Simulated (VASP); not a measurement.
Input of a VASP 6.6.1 run:

File INCAR:

```
PREC = Accurate
ENCUT = 520
EDIFF = 1E-7
ISMEAR = 0
SIGMA = 0.1
LREAL = Auto
LASPH = T
NELM = 80
ALGO = Fast
ISIF = 2
LWAVE = F
LCHARG = T
GGA = PE
LELF = T
LVHAR = T
NBANDS = 91
```

Contents of KPOINTS:

```
regular mesh
0
Gamma
  3 2 2
```

POSCAR

```
K4Cd2Se4O11
1.0
    5.6984159900      0.0000000000     -0.0000005900
   -5.6984160000      9.8699460200     -0.0000011700
   -0.0000006500     -3.2899801300      6.3172155900
K Cd Se O
4 2 4 11
Direct
    0.8299323057      0.3200947859      0.4177007776
    0.2232214349      0.1990967681      0.5928620468
    0.7885729542      0.7898429095      0.3980646780
    0.1998974051      0.7036043322      0.5933959175
    0.0077056827     -0.0108345560     -0.0115509764
   -0.0019637557      0.5045529668      0.0068336419
    0.6357857192      0.1197264195      0.8677743283
    0.3597000274      0.3649965721      0.1254194396
    0.6225393576      0.6251461223      0.8676631374
    0.3901988736      0.8826790492      0.1287328652
    0.7531105080      0.0034729792      0.7395917366
    0.7639103677      0.2482808477      0.7685841447
    0.2813127624      0.0062641366      0.7499646175
    0.2618083747      0.4913175642      0.2453406421
    0.7103101915      0.4710115573      0.2445694544
    0.2086010355      0.2384466711      0.2314952500
    0.7246667096      0.5002844432      0.7534496718
    0.7377658236      0.7383687124      0.7413447004
    0.2690566047      0.5138584062      0.7609543622
    0.3727940838      1.0394038588      0.2903789510
    0.2325517182      0.7550921647      0.2407576564
```

Potentials or basis: VASP PAW PBE potentials, release 64 (K_sv, Cd, Se, O).

Command:

```sh
$ cat potpaw_PBE.64/K_sv/POTCAR potpaw_PBE.64/Cd/POTCAR potpaw_PBE.64/Se/POTCAR potpaw_PBE.64/O/POTCAR > POTCAR
$ mpirun -np 1 vasp_std > vasp.out
```

Q: What does it give for the band gap on the k mesh?

A: 1.55 eV, indirect (least direct gap 1.71 eV).

Q: Estimate the pressure.

A: 2.4 GPa.

Q: What does it give for the largest force?

A: 0.823 eV/Å.

Forces on the atoms (eV/Å):
```
K   -0.024 -0.079 -0.017
K   -0.010 -0.018  0.022
K    0.011  0.032  0.042
K   -0.001 -0.010  0.016
Cd   0.010 -0.012  0.216
Cd   0.002 -0.022 -0.009
Se  -0.020 -0.034  0.296
Se   0.000 -0.009 -0.254
Se   0.085  0.030  0.303
Se   0.535 -0.065 -0.170
O    0.116 -0.094 -0.070
O    0.005  0.167 -0.219
O   -0.127 -0.044 -0.046
O   -0.140  0.125  0.125
O    0.140  0.087  0.101
O   -0.057 -0.054  0.165
O    0.124 -0.117 -0.118
O    0.040  0.154  0.025
O   -0.133 -0.040 -0.114
O   -0.692  0.077 -0.438
O    0.133 -0.073  0.145
```

Caveat: the k mesh is coarse (spacing up to 0.50 Å⁻¹), so the values aren't converged. As with any semilocal functional, this PBE gap is likely too small.
